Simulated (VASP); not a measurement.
## LiLu3: single point with PBE

LiLu3:

```xyz
8
Lattice="6.8393 0.0000 0.0000 -3.4197 5.9230 0.0000 0.0000 0.0000 5.4138" Properties=species:S:1:pos:R:3 pbc="T T T"
Lu    1.7221    0.9943    4.0603
Lu    5.1172    0.9943    4.0603
Lu    3.4197    3.9345    4.0603
Lu    1.6975    4.9288    1.3534
Lu   -1.6975    4.9288    1.3534
Lu    0.0000    1.9886    1.3534
Li    3.4197    1.9743    1.3534
Li    0.0000    3.9487    4.0603
```

The cell comes from a database or a generator and needn't be the stable form of this composition.

```yaml
Program: VASP 6.6.1
Task: single point
Functional: PBE
Potentials_or_basis: VASP PAW PBE potentials, release 64 (Lu, Li_sv)
Cutoff: 520 eV
k_mesh: 5 × 5 × 5
Occupations: fermi-dirac, width 0.05 eV
Spin: no spin polarisation
Further_INCAR_settings: ALGO = Normal; EDIFF = 1e-07; NBANDS = 88
```

| Quantity | Value |
| --- | --- |
| Largest force | 0.052 eV/Å |
| Band gap on the k mesh | none (metal or under the smearing width) |

Forces on the atoms (eV/Å):
```
Lu  -0.045 -0.026  0.000
Lu   0.045 -0.026  0.000
Lu   0.000  0.052  0.000
Lu   0.045  0.026  0.000
Lu  -0.045  0.026  0.000
Lu   0.000 -0.052  0.000
Li   0.000  0.000  0.000
Li   0.000  0.000  0.000
```

Levels at points of the mesh, in eV from the Fermi level:
| k point | band 75 | band 76 | band 77 | band 78 | band 79 | band 80 | band 81 | band 82 |
| --- | --- | --- | --- | --- | --- | --- | --- | --- |
| (0.00, 0.00, 0.00) | -1.21 | -0.91 | -0.91 | -0.27 | -0.27 | 0.14 | 0.14 | 0.40 |

It took 7.4 min on 1 thread of Intel(R) Xeon(R) Platinum 8375C CPU @ 2.90GHz (Ice Lake), with other jobs on the host, peak memory 0.45 GiB.

 Spin-orbit coupling is left out, which matters for the levels of Lu.
